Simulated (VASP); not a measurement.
Level of theory: LDA (Ceperley-Alder, Perdew-Zunger), VASP's LDA PAW potentials (set 64) (plane waves; VASP).

VASP ran on this input.

File KPOINTS:
```
k-points along high-symmetry lines
15
Line-mode
Reciprocal
  0.000000   0.000000   0.000000 ! GAMMA
  0.500000   0.000000   0.500000 ! X

  0.500000   0.000000   0.500000 ! X
  0.625000   0.250000   0.625000 ! U

  0.375000   0.375000   0.750000 ! K
  0.000000   0.000000   0.000000 ! GAMMA

  0.000000   0.000000   0.000000 ! GAMMA
  0.500000   0.500000   0.500000 ! L

  0.500000   0.500000   0.500000 ! L
  0.500000   0.250000   0.750000 ! W

  0.500000   0.250000   0.750000 ! W
  0.500000   0.000000   0.500000 ! X
```

INCAR:
```
ALGO = Normal
EDIFF = 1E-7
ENCUT = 520
ICHARG = 11
ISMEAR = 0
LASPH = .True.
LCHARG = .False.
LMAXMIX = 4
LORBIT = 11
LREAL = .False.
LWAVE = .False.
NELM = 100
PREC = Accurate
SIGMA = 0.05
SYSTEM = PbS
```

POSCAR:
```
PbS
1.0
  0.0000000000   2.9224228572   2.9224228572
  2.9224228572   0.0000000000   2.9224228572
  2.9224228572   2.9224228572   0.0000000000
Pb S
1 1
direct
  0.0000000000   0.0000000000   0.0000000000
  0.5000000000   0.5000000000   0.5000000000
```

POTCAR, in this order: Pb_d S (LDA.64 set). Program: vasp_std. Read from the step before: CHGCAR.

What VASP printed:

### OSZICAR
```
       N       E                     dE             d eps       ncg     rms          rms(c)
DAV:   1     0.159086246863E+03    0.15909E+03   -0.99547E+03  2526   0.152E+03
DAV:   2     0.201477932972E+01   -0.15707E+03   -0.15337E+03  2658   0.367E+02
DAV:   3    -0.103567914947E+02   -0.12372E+02   -0.12046E+02  3372   0.105E+02
DAV:   4    -0.106633183519E+02   -0.30653E+00   -0.30604E+00  2836   0.190E+01
DAV:   5    -0.106740604529E+02   -0.10742E-01   -0.10742E-01  3648   0.353E+00
DAV:   6    -0.106744704938E+02   -0.41004E-03   -0.41004E-03  3240   0.563E-01
DAV:   7    -0.106744728232E+02   -0.23294E-05   -0.23289E-05  3726   0.492E-02
DAV:   8    -0.106744728641E+02   -0.40903E-07   -0.40569E-07  2854   0.610E-03
   1 F= -.10674473E+02 E0= -.10673924E+02  d E =-.109684E-02
```

### OUTCAR
```
 val. band max:        6.2510022064   @ k =   0.5000   0.5000   0.5000

 cond. band min:       6.2887662772   @ k =   0.5000   0.5000   0.5000



 k-point     1 :       0.0000    0.0000    0.0000
  band No.  band energies     occupation
      1     -10.6651      2.00000
      2     -10.6651      2.00000
      3     -10.6651      2.00000
      4     -10.6576      2.00000
      5     -10.6576      2.00000
      6      -7.7882      2.00000
      7       0.1964      2.00000
      8       3.8090      2.00000
      9       3.8090      2.00000
     10       3.8090      2.00000
     11      11.3957      0.00000
     12      11.3957      0.00000
     13      11.3957      0.00000
     14      12.7283      0.00000

 k-point     2 :       0.0357    0.0000    0.0357
  band No.  band energies     occupation
      1     -10.6655      2.00000
      2     -10.6642      2.00000
      3     -10.6642      2.00000
      4     -10.6587      2.00000
      5     -10.6572      2.00000
      6      -7.7721      2.00000
      7       0.1325      2.00000
      8       3.7905      2.00000
      9       3.7905      2.00000
     10       3.9058      2.00000
     11      11.0776      0.00000
     12      11.3270      0.00000
     13      11.3270      0.00000
     14      12.5899      0.00000

 k-point     3 :       0.0714    0.0000    0.0714
  band No.  band energies     occupation
      1     -10.6667      2.00000
      2     -10.6622      2.00000
      3     -10.6616      2.00000
      4     -10.6616      2.00000
      5     -10.6560      2.00000
      6      -7.7237      2.00000
      7      -0.0377      2.00000
      8       3.7359      2.00000
      9       3.7359      2.00000
     10       4.1678      2.00000
     11      10.3519      0.00000
     12      11.1859      0.00000
     13      11.1859      0.00000
     14      12.2742      0.00000

 k-point     4 :       0.1071    0.0000    0.1071
  band No.  band energies     occupation
      1     -10.6687      2.00000
...
```

The density is held fixed in this step, so its total energy and stress have no physical meaning. Unless said otherwise, spin-orbit coupling is left out, though it shifts the bands of the heavy elements here.

The compound is PbS in the rock salt structure. It was relaxed first.
